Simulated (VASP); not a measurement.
Here is a VASP 6.6.1 calculation.

The input INCAR:

```
  PREC = Accurate
  ENCUT = 520
  EDIFF = 1E-7
  ISMEAR = 0
  SIGMA = 0.1
  LREAL = False
  LASPH = True
  NELM = 100
  ALGO = Normal
  ISIF = 2
  LWAVE = False
  LCHARG = False
  GGA = PE
  NBANDS = 38
```

Contents of KPOINTS:

```
regular mesh
0
Gamma
  3 3 4
```

The input POSCAR:

```
LiBeBO3
1.0
    5.1082930000     -0.5272020000     -0.1519800000
    0.5069180000      4.8550790000     -0.2081300000
   -0.0680710000      1.1157140000      4.0833890000
Li Be B O
2 2 2 6
Direct
    0.1173962650      0.0468844606      0.6690969063
    0.3326349781      0.3416157378      0.0992507320
    0.3039850103      0.8450371754      0.2503717449
    0.6574874612      0.9604437556      0.9681776836
    0.7045641539      0.6069264454      0.3309349810
    0.4521806792      0.3891047692      0.6335092726
    0.6839249147      0.4553016368      0.9461951429
    0.9046222491      0.1708150004      0.1490752450
    0.6293111388      0.1349875266      0.4717176494
    0.9640051852      0.6593748204      0.7211280114
    0.0648508705      0.4965617663      0.4412061735
    0.5244181617      0.7602416236      0.5891170695
```

Potentials or basis: VASP PAW PBE potentials, release 64 (Li_sv, Be, B, O).

The run is started by

```bash
$ cat potpaw_PBE.64/Li_sv/POTCAR potpaw_PBE.64/Be/POTCAR potpaw_PBE.64/B/POTCAR potpaw_PBE.64/O/POTCAR > POTCAR
$ mpirun -np 1 vasp_std > vasp.out
```

(1) Predict the band gap on the k mesh.

(2) Predict the largest force.

## Answers

(1) 0.07 eV, indirect (least direct gap 0.18 eV).

(2) 7.679 eV/Å.

Caveat: the k mesh is coarse (spacing up to 0.44 Å⁻¹), so the values aren't converged.
